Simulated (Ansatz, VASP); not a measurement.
## Cross-check of Sn2SeS (CuAu-ordered zincblende type (invented)) between VASP and Ansatz

Aim: how closely do two programs agree when they are given the same cell, functional and k mesh? The cell is generated by rule, not measured, and may not be a known phase. The cell is taken from a series of runs on this material, whose earlier steps may have relaxed, scaled, displaced or heated it; both programs get it as it stands.

Calculated with Ansatz 0.2.0; plane waves, with VASP 6.6.1 beside it; relaxation of cell and atoms at PBEsol.

**1. Set-up**

Symmetry: P-4m2, No. 115, tetragonal system. The conventional cell has a = 4.156 Å, b = 4.156 Å, c = 5.877 Å, α = 90.00°, β = 90.00°, γ = 90.00°. Nearest to S lie 4 Sn at 2.55 Å. Nearest to Se lie 4 Sn at 2.55 Å. Nearest to Sn lie 2 Se at 2.55 Å and 2 S at 2.55 Å. Farther neighbours and most contacts between anions are not listed.

**2. Ansatz: relaxation of cell and atoms, PBEsol, pair 1**

Ansatz runs on its default PAW (the set named soft_2) files.

The relaxed volume is the usual yardstick between codes: in a stiff, nearly cubic crystal its relative difference is about their pressure difference at one cell divided by the bulk modulus.

input.yaml

```yaml
crystal:
  lattice:
    - [4.15597, 0.0, 0.0]
    - [0.0, 4.15597, 0.0]
    - [0.0, 0.0, 5.87743]
  atoms:
    - { symbol: S, position: [0.0, 0.0, 0.0] }
    - { symbol: Se, position: [0.5, 0.5, 0.5] }
    - { symbol: Sn, position: [0.0, 0.5, 0.25] }
    - { symbol: Sn, position: [0.5, 0.0, 0.75] }
kpoints:
  mp_grid: { grid: [6, 6, 4] }
hamiltonian:
  xc: pbesol
scf:
  occupations: { method: gaussian, width: 0.1 }
output:
  forces: true
  stress: true
  eigenvalues: true
relax:
  adjacent_minimum: "off"
  f_tol: 0.05
  max_steps: 80
  cell: { stress_tol: 0.5 }
```

Command:

```bash
> ansatz run input.yaml --threads 2 --pin off --max-ram 5120MiB --backend cpu --events-out ev --progress --plain --runs-dir out
```

Numbers of over 12 decimals in the logs are rounded to 6 here.

Log:

```text
The last accepted step is kept in <dir> (removed where the run ends without a failure and the disk answers)
Engine: ansatz 0.2.0, aarch64-unknown-linux-gnu
Pseudopotentials: kind: paw
Pseudopotential: S, paw, valence charge 6, recommended cutoff 420 eV (normal), S.paw.azcp
Pseudopotential: Se, paw, valence charge 16, recommended cutoff 420 eV (normal), Se.paw.azcp
Pseudopotential: Sn, paw, valence charge 14, recommended cutoff 420 eV (normal), Sn.paw.azcp
Functional definition: PBEsol
  exchange = pbesol_x
  correlation = pbesol_c
Crystal: 4 atoms, lattice volume = 101.515 Å³
Basis set: ecut = 420 eV, 1947 PW (Γ), exchange–correlation on 60×60×80 points (8 copies of the dense FFT grid, shifted against one another)
Bands: 30, of which v1, the nominal top of the filled ones, is band 25 counted from 1 (24 counted from 0)
Symmetry: 8 space group operations
Space group: P-4m2 (ITA 115), of the structure as read, at distance tolerance 4.7e-5 Å
k-points: 30 of 144 (time reversal used)
Non-local potential: S, projectors of the file, l = 0: 2, l = 1: 2, l = 2: 2
Non-local potential: Se, projectors of the file, l = 0: 2, l = 1: 2, l = 2: 3, l = 3: 1
Non-local potential: Sn, projectors of the file, l = 0: 2, l = 1: 2, l = 2: 2, l = 3: 2
PAW form: soft (Blöchl's): semilocal exchange-correlation on the pseudo side does not see the compensation charge
PAW frozen core: S, regenerated for the run's functional, and the local potential with it (the file was generated under x = pbe(κ = 0.804, μ = 0.219515), c = pbe(β = 0.066725))
PAW frozen core: Se, regenerated for the run's functional, and the local potential with it (the file was generated under x = pbe(κ = 0.804, μ = 0.219515), c = pbe(β = 0.066725))
PAW frozen core: Sn, regenerated for the run's functional, and the local potential with it (the file was generated under x = pbe(κ = 0.804, μ = 0.219515), c = pbe(β = 0.066725))
PAW one-centre angular grid: S, 110 points (default); XC on 64 Gauss nodes
PAW one-centre angular grid: Se, 590 points (default); XC on 64 Gauss nodes
PAW one-centre angular grid: Sn, 590 points (default); XC on 64 Gauss nodes
Initial density: superposition of atomic densities (neutral atoms: chi_scale 0, normalization atom), corrected by the library's trained network
Initial wavefunctions: pseudopotential atomic-orbital guess
Functional: x = pbesol(κ = 0.804, μ = 0.123457), c = pbesol(β = 0.046)
SCF iter   1: F=—  HF=-18207.256614 eV  |F-HF|=—  |Δ(HF+E_count)|=         —  Δρ=5.66e-3  dr2=5.37e-2  ethr=1.77e-3  ⟨swp⟩=7.3  Hψ=4097  notcnv=0
preconditioner: auto → LDOS  [metal: Δε(μ)=0.115 eV  Ē_g=16.696 eV  σ=0.100 eV  W_gap=0.48  n_scr=28 (ndim 8)  ℏωp=23.3 eV  f_vac=0.016  D(μ)=1.77/eV (n_scr^D=6)  β→1.0]
SCF iter   2: F=—  HF=-18207.241008 eV  |F-HF|=—  |Δ(HF+E_count)|=   1.56e-2  Δρ=1.16e-3  dr2=1.19e-3  ethr=1.07e-4  ⟨swp⟩=2.3  Hψ=1582  notcnv=0  defer=9
SCF iter   3: F=—  HF=-18207.240570 eV  |F-HF|=—  |Δ(HF+E_count)|=   4.37e-4  Δρ=6.72e-4  dr2=3.39e-4  ethr=2.37e-6  ⟨swp⟩=2.0  Hψ=1641  notcnv=0  defer=9
SCF iter   4: F=—  HF=-18207.240349 eV  |F-HF|=—  |Δ(HF+E_count)|=   2.21e-4  Δρ=1.54e-4  dr2=3.20e-5  ethr=6.78e-7  ⟨swp⟩=2.0  Hψ=1638  notcnv=0  defer=9
SCF iter   5: F=—  HF=-18207.240381 eV  |F-HF|=—  |Δ(HF+E_count)|=   3.17e-5  Δρ=2.81e-5  dr2=1.36e-6  ethr=6.40e-8  ⟨swp⟩=2.0  Hψ=1485  notcnv=0  defer=9
SCF iter   6: F=-18207.240381 eV  HF=-18207.240381 eV  |F-HF|=1.36e-8  |Δ(HF+E_count)|=   5.22e-7  Δρ=4.17e-6  dr2=2.91e-8  ethr=2.00e-10  ⟨swp⟩=9.5  Hψ=4550  notcnv=0
SCF 1 converged in 6 iterations: F = -18207.240381 eV  dr2 = 2.91e-8
  greatest PAW one-centre occupation: 1.000 electrons in one spin orbital (limit 2), on the Se atom at site 1 (counted from 0), in its partial waves of l = 2
relax step   1: F+E_penalty+E_count = -18207.24038061 eV  Δ(F+E_penalty+E_count) = +0.000e0 eV  max|allowed force component| = 1.147e0 eV/Å  Δτ_max = 0.0000 Å  P = +19.500 GPa  Ω = 101.515 Å³  (6 SCF iters, dr2 threshold 1.00e-7 eV, accepted)
[...]
relax step   4: F+E_penalty+E_count = -18209.08774187 eV  Δ(F+E_penalty+E_count) = -5.337e-2 eV  max|allowed force component| = 6.502e-2 eV/Å  Δτ_max = 0.0014 Å  P = +0.542 GPa  Ω = 135.924 Å³  energy of the carried Pulay correction = -8.610e-3 eV  (5 SCF iters, dr2 threshold 4.00e-7 eV, accepted)
[...]
relax step   5: F+E_penalty+E_count = -18209.09213144 eV  Δ(F+E_penalty+E_count) = -4.390e-3 eV  max|allowed force component| = 1.547e-2 eV/Å  Δτ_max = 0.0185 Å  P = -0.006 GPa  Ω = 138.234 Å³  energy of the carried Pulay correction = -9.101e-3 eV  (6 SCF iters, dr2 threshold 4.00e-7 eV, accepted)
[...]
relax step   6: F+E_penalty+E_count = -18209.10325806 eV  Δ(F+E_penalty+E_count) = -1.113e-2 eV  max|allowed force component| = 1.559e-2 eV/Å  Δτ_max = 0.0000 Å  P = +0.081 GPa  Ω = 138.234 Å³  stress off target by 1.45e-1 GPa  SCF on the basis re-selected at this cell (its energy is not comparable with the rows above)  (6 SCF iters)
basis re-selected at this cell: Δ(F+E_penalty+E_count) = -1.113e-2 eV, ΔP = +0.087 GPa vs the last step (what re-selecting the basis moved, of the pressure what is left beyond the Pulay correction that the steps carried, after the strain that the cell walked since its last selection, with what the two solves' SCF thresholds leave and, on support functions, any second-order correction that the steps lacked; it is no measure of the basis error at this ecutwfc). The dense FFT grid was sized anew with the basis: this SCF ran on 32×32×45 points, the steps before it on 30×30×40, so part of this shift can come from that change (see relax.cell in the input reference). [rest of the remark cut]
SCF converged after 6 iterations
Free energy (F): -18209.103258 eV
Harris-Foulkes:  -18209.103258 eV  (|F-HF|=6.62e-10)
Internal energy: -18209.095382 eV  (E = F + TS)
E sigma→0 (E₀):  -18209.099320 eV
Entropy (-TS):   -0.007876 eV (-1.969 meV/atom)
Fermi energy:    5.572128 eV
--- Per-component energies (eV) ---
  E_band       = -740.799295
  E_kinetic    = 593.767916
  E_local      = -5589.788225  (includes V_loc(G=0)·N_el)
  E_nonlocal   = -626.040326
  E_hartree    = 2870.967158
  E_xc         = -957.936038
  E_vxc        = -378.135717  (∫ρ·V_xc dr)
  E_paw        = -10573.461032  (= ΣΔE_a)
  E_vpaw       = -482.536868  (= ΣTr[D̂ρ^β])
  E_aug_tail   = -0.000589  (compensation charges beyond the density's cutoff)
  E_ewald      = -3928.244325
  E_core_change = 1.640079  (= ΣΔE_core)
  E_smearing   = -0.007876  (= −TS)
  E_closure    = 0.000000  (closes the sum)
  Σ components = -18209.103258   (vs F -18209.103258, Δ=0.00e0)
--- Forces (eV/Å), atoms counted from 1 ---
  atom   1  S     -0.00000000    -0.00000000    -0.00000000
  atom   2  Se    -0.00000000    -0.00000000    -0.00000000
  atom   3  Sn     0.00000000     0.00000000    -0.01558531
  atom   4  Sn     0.00000000     0.00000000     0.01558531
  max |Σ_I F_I| component: 1.67e-16 eV/Å
--- Stress (GPa, compression-positive) ---
        0.049046       0.000000      -0.000000
        0.000000       0.049046      -0.000000
       -0.000000      -0.000000       0.144782
  P = ⅓ Tr σ = 0.0810 GPa (0.810 kbar)
--- Band table (eV; the first three rows and the last of 30) ---
  k-point 0: bands = [... 21 lower, 3.0410, 3.2239, 3.2239, 5.0342, 5.5731, 7.2033, 7.2033, 7.3049, ... 1 higher]
  k-point 1: bands = [... 21 lower, 3.0092, 3.0092, 3.6239, 4.9732, 5.7084, 6.8465, 7.6163, 7.6163, ... 1 higher]
  k-point 2: bands = [... 21 lower, 2.7505, 2.7505, 4.4278, 4.6232, 6.1265, 6.1635, 8.4666, 8.4666, ... 1 higher]
  k-point 29: bands = [... 21 lower, 1.5288, 1.6600, 5.6254, 5.6254, 7.2009, 7.4159, 7.4739, 7.7600, ... 1 higher]
--- Relaxed structure (5 steps of the walk, 5 accepted, 1 SCFs on fresh bases) ---
  F+E_penalty+E_count = -18209.10325806 eV   max|allowed force component| = 1.559e-2 eV/Å   (the final SCF, on the basis selected at the relaxed cell)
  cell:  # Å, volume = 138.2339 Å³
    - [4.565012, 0, 1.9224386795403016e-17]
    - [0, 4.565012, 0]
    - [2.7187392517969434e-17, 0, 6.633318]
  atoms:
    - { symbol: S, position: [0, 0, 0] }
    - { symbol: Se, position: [0.5, 0.5, 0.5] }
    - { symbol: Sn, position: [6.920291061143942e-19, 0.5, 0.232370] }
    - { symbol: Sn, position: [0.5, 0, 0.767630] }
```

Reading the cycles: dr2 is the Hartree energy of the density residual (eV), the measure of convergence; HF is the Harris–Foulkes estimate of the energy, which meets the free energy F at convergence.

**3. VASP: relaxation of cell and atoms, PBEsol, pair 1**

The same cell, functional, mesh and smearing now go to VASP, with its own data sets.

Lines of VASP's logs that name or quote its potential files are left out, and so is its time.

INCAR

```
SYSTEM = Sn2SeS
PREC = Accurate
ENCUT = 500
EDIFF = 1E-07
NELM = 120
ISMEAR = 0
SIGMA = 0.1
LREAL = .FALSE.
ALGO = Normal
GGA = PS
NBANDS = 26
LORBIT = 11
LWAVE = .FALSE.
LCHARG = .FALSE.
ISIF = 3
IBRION = 2
NSW = 80
EDIFFG = -0.005
LASPH = .TRUE.
GGA_COMPAT = .FALSE.
NELMIN = 4
KPAR = 2
```

POSCAR

```
Sn2SeS
1.0
    4.1559700000      0.0000000000      0.0000000000
    0.0000000000      4.1559700000      0.0000000000
    0.0000000000      0.0000000000      5.8774300000
S Se Sn
1 1 2
Direct
    0.0000000000      0.0000000000      0.0000000000
    0.5000000000      0.5000000000      0.5000000000
    0.0000000000      0.5000000000      0.2500000851
    0.5000000000      0.0000000000      0.7500000851
```

KPOINTS

```
Automatic mesh
0
Gamma
6 6 4
0 0 0
```

Potentials, in the order of the species: S, Se and Sn_d (PBE family, release 64).

Command:

```bash
> mpirun -np 2 vasp_std
```

Log:

```text
[banner, memory and clock lines left out]
running    2 mpi-ranks, on    1 nodes
 distrk:  each k-point on    1 cores,    2 groups
 distr:  one band on    1 cores,    1 groups

 POSCAR found type information on POSCAR S SeSn
 POSCAR found :  3 types and       4 ions
|                                                                             |
|               ----> ADVICE to this user running VASP <----                  |
|                                                                             |
|     You enforced a specific xc type in the INCAR file but a different       |
|     [... a line on the potential file left out ...]
|     I HOPE YOU KNOW WHAT YOU ARE DOING!                                     |
|                                                                             |

 LDA part: xc-table for (Slater+PW92), standard interpolation
 POSCAR, INCAR and KPOINTS ok, starting setup
 FFT: planning ... GRIDC
 FFT: planning ... GRID_SOFT
 FFT: planning ... GRID
 WAVECAR not read
 entering main loop
       N       E                     dE             d eps       ncg     rms          rms(c)
DAV:   1     0.363583091791E+03    0.36358E+03   -0.19174E+04  1588   0.196E+03
DAV:   2     0.336237927871E+02   -0.32996E+03   -0.32344E+03  1600   0.488E+02
DAV:   3    -0.134297745657E+02   -0.47054E+02   -0.46182E+02  1966   0.163E+02
DAV:   4    -0.156710476090E+02   -0.22413E+01   -0.22119E+01  1758   0.364E+01
DAV:   5    -0.157369268818E+02   -0.65879E-01   -0.65762E-01  2098   0.646E+00    0.152E+01
DAV:   6    -0.153263133388E+02    0.41061E+00   -0.98493E-01  2052   0.590E+00    0.942E+00
DAV:   7    -0.153088713487E+02    0.17442E-01   -0.39306E-01  1870   0.284E+00    0.124E+00
DAV:   8    -0.152988203679E+02    0.10051E-01   -0.50199E-02  1890   0.151E+00    0.501E-01
DAV:   9    -0.152988662231E+02   -0.45855E-04   -0.71136E-03  1958   0.417E-01    0.113E-01
DAV:  10    -0.152988500912E+02    0.16132E-04   -0.59642E-04  1910   0.170E-01    0.697E-02
DAV:  11    -0.152988585143E+02   -0.84231E-05   -0.69149E-05  2166   0.423E-02    0.845E-03
DAV:  12    -0.152988585377E+02   -0.23412E-07   -0.58018E-06  2078   0.246E-02    0.460E-03
DAV:  13    -0.152988588525E+02   -0.31476E-06   -0.11781E-06  1862   0.962E-03    0.273E-03
DAV:  14    -0.152988588595E+02   -0.70677E-08   -0.14057E-07   996   0.428E-03
   1 F= -.15298859E+02 E0= -.15294910E+02  d E =-.152989E+02
[... from here on, the cycles between the ionic steps are left out ...]
   2 F= -.17008524E+02 E0= -.17007914E+02  d E =-.170967E+01
  65 F= -.17677231E+02 E0= -.17674880E+02  d E =-.508885E-04
  66 F= -.17677269E+02 E0= -.17674896E+02  d E =-.890611E-04
  67 F= -.17677275E+02 E0= -.17674856E+02  d E =-.949969E-04
  68 F= -.17677284E+02 E0= -.17674887E+02  d E =-.103784E-03
  69 F= -.17677322E+02 E0= -.17674949E+02  d E =-.380456E-04
  70 F= -.17677328E+02 E0= -.17674969E+02  d E =-.442584E-04
  71 F= -.17677355E+02 E0= -.17675008E+02  d E =-.269865E-04
  72 F= -.17677413E+02 E0= -.17675098E+02  d E =-.851962E-04
  73 F= -.17677421E+02 E0= -.17675158E+02  d E =-.932021E-04
  74 F= -.17677435E+02 E0= -.17675151E+02  d E =-.107520E-03
 curvature:  -6.68 expect dE=-0.604E-04 dE for cont linesearch -0.831E-07
 trial: gam=-0.00246 g(F)=  0.556E-07 g(S)=  0.900E-05 ort = 0.155E-05 (trialstep = 0.119E+01)
 search vector abs. value=  0.905E-05
 bond charge predicted
       N       E                     dE             d eps       ncg     rms          rms(c)
DAV:   1    -0.176775206508E+02   -0.85292E-04   -0.21010E-03  1844   0.457E-01    0.455E-02
DAV:   2    -0.176774612467E+02    0.59404E-04   -0.13659E-04  1886   0.147E-01    0.230E-02
DAV:   3    -0.176774430732E+02    0.18174E-04   -0.58309E-05  2040   0.898E-02    0.581E-03
DAV:   4    -0.176774433688E+02   -0.29565E-06   -0.63022E-06  1664   0.212E-02    0.264E-03
DAV:   5    -0.176774434946E+02   -0.12580E-06   -0.48643E-07  1376   0.652E-03    0.886E-04
DAV:   6    -0.176774435949E+02   -0.10030E-06   -0.13970E-07   862   0.405E-03    0.403E-04
DAV:   7    -0.176774436031E+02   -0.81609E-08   -0.23179E-08   780   0.165E-03
  75 F= -.17677444E+02 E0= -.17675172E+02  d E =-.823342E-05
 trial-energy change:   -0.000008  1 .order   -0.000008   -0.000011   -0.000006
 step:   2.5955(harm=  2.5955)  dis= 0.00011  next Energy=   -17.677447 (dE=-0.117E-04)
 reached required accuracy - stopping structural energy minimisation
```

Parts of OUTCAR (step 3):

```text
ion  position               nearest neighbor table
   1  0.000  0.000  0.000-   4 2.55   4 2.55   3 2.55   3 2.55
   2  0.500  0.500  0.500-   3 2.55   3 2.55   4 2.55   4 2.55
   3  0.000  0.500  0.250-   2 2.55   2 2.55   1 2.55   1 2.55
   4  0.500  0.000  0.750-   1 2.55   1 2.55   2 2.55   2 2.55

  LATTYP: Found a simple tetragonal cell.
 ALAT       =     4.1559700000
 C/A-ratio  =     1.4142137696

 Subroutine GETGRP returns: Found  8 space group operations
 (whereof  8 operations were pure point group operations)

The static configuration has the point symmetry D_2d.

 Found     30 irreducible k-points:

   k-points           NKPTS =     30   k-points in BZ     NKDIM =     30   number of bands    NBANDS=     26

   dimension x,y,z NGX =    30 NGY =   30 NGZ =   48
   dimension x,y,z NGXF=    60 NGYF=   60 NGZF=   96

   ENCUT  =  500.0 eV  36.75 Ry    6.06 a.u.   7.58  7.58 10.72*2*pi/ulx,y,z

   NELECT =      40.0000    total number of electrons

 k-points in reciprocal lattice and weights: Automatic mesh
   0.00000000  0.00000000  0.00000000       0.007
   0.16666667  0.00000000  0.00000000       0.028
   0.33333333  0.00000000  0.00000000       0.028
   0.50000000  0.00000000  0.00000000       0.014
   0.16666667  0.16666667  0.00000000       0.028
   0.33333333  0.16666667  0.00000000       0.056
   0.50000000  0.16666667  0.00000000       0.028
   0.33333333  0.33333333  0.00000000       0.028
   0.50000000  0.33333333  0.00000000       0.028
[...]
0.50000000  0.33333333  0.50000000       0.028
   0.50000000  0.50000000  0.50000000       0.007

 average (electrostatic) potential at core
       1 -85.6044       2 -52.3478       3-100.9391       4-100.9391

 E-fermi :   6.0199

 k-point     1 :       0.0000    0.0000    0.0000
  band No.  band energies     occupation
    ...
     16       0.7796      2.00000
     17       2.8899      2.00000
     18       2.8899      2.00000
     19       4.3439      2.00000
     20       5.2472      2.00000
     21       7.9166      0.00000
     22      10.1235      0.00000
     23      10.4487      0.00000
     24      10.8394      0.00000
     25      10.8394      0.00000
    ...

 k-point     2 :       0.1667    0.0000    0.0000
  band No.  band energies     occupation
    ...
     16       1.4706      2.00000
     17       2.6653      2.00000
     18       3.7650      2.00000
     19       4.4504      2.00000
     20       5.1574      2.00000
     21       8.0761      0.00000
     22       9.6140      0.00000
     23      10.0117      0.00000
     24      10.9155      0.00000
     25      11.3992      0.00000
    ...

 k-point     3 :       0.3333    0.0000    0.0000
  band No.  band energies     occupation
    ...
     16       2.1329      2.00000
     17       3.0500      2.00000
     18       4.7393      2.00000
     19       4.9146      2.00000
     20       5.2172      2.00000
     21       8.1949      0.00000
     22       8.7251      0.00000
     23       9.8647      0.00000
     24      10.1202      0.00000
     25      10.4959      0.00000
    ...

  Total        0.0054066      0.0054066     -0.0145387      0.0000000     -0.0000000      0.0000000
  in kB        0.0852336      0.0852336     -0.2291978      0.0000000     -0.0000000      0.0000000
  external PRESSURE =      -0.0195769 kB  Pullay stress =       0.0000000 kB

  energy-cutoff  :      500.00
  volume of cell :      101.63
      direct lattice vectors                 reciprocal lattice vectors
     5.229670347  0.000000000  0.000000000     0.191216642 -0.000000000 -0.000000000
    -0.000000000  5.229670347 -0.000000000     0.000000000  0.191216642 -0.000000000
     0.000000000  0.000000000  3.716019232     0.000000000  0.000000000  0.269105173

 POSITION                                       TOTAL-FORCE (eV/Angst)
 -----------------------------------------------------------------------------------
      0.00000      0.00000      0.00000         0.000000      0.000000      0.000000
      2.61484      2.61484      1.85801         0.000000      0.000000      0.000000
      0.00000      2.61484      0.60652         0.000000      0.000000      0.000327
      2.61484      0.00000      3.10950        -0.000000     -0.000000     -0.000327
 -----------------------------------------------------------------------------------
    total drift:                                0.000000     -0.000000     -0.000377

  FREE ENERGIE OF THE ION-ELECTRON SYSTEM (eV)
  ---------------------------------------------------
  free  energy   TOTEN  =       -17.6774436031 eV

  energy  without entropy=      -17.6729013160  energy(sigma->0) =      -17.67517246

 reached required accuracy - stopping structural energy minimisation

 total charge
# of ion       s       p       d       tot
------------------------------------------
    1        1.370   2.290   0.000   3.660
    2        1.492   2.255   0.028   3.774
    3        1.334   0.749  10.002  12.085
    4        1.334   0.749  10.002  12.085
--------------------------------------------------
tot          5.529   6.044  20.031  31.604

[... 3 further parts left out ...]
```

CONTCAR:

```
Sn2SeS
   1.00000000000000
     5.2296703469630135    0.0000000000000000    0.0000000000000000
    -0.0000000000000000    5.2296703469630135   -0.0000000000000001
     0.0000000000000000    0.0000000000000001    3.7160192321821435
  S               Se              Sn
     1     1     2
Direct
     0.0000000000000000    0.0000000000000000    0.0000000000000000
     0.5000000000000000    0.5000000000000000    0.5000000000000000
     0.0000000000000000    0.5000000000000000    0.1632176736018918
     0.5000000000000000    0.0000000000000000    0.8367824965981048
```

The k-mesh is coarse for a metal. The run keeps the 8 symmetry operations of its start, so it cannot find a distortion of lower symmetry.

(Continued in part 2 of 2.)

[Lines on the potential files, build, host, timing and source positions are cut from VASP's logs without a mark.]

[Logs are printed without paths, hosts, clocks, repeated set-up lines and the standing remarks that a program may print on its own settings, such as how far it seeks lower states.]

[Hosts, paths, dates, database ids (printed as entryN), source tags and the programs' standing remarks are cut or masked in the printed files.]
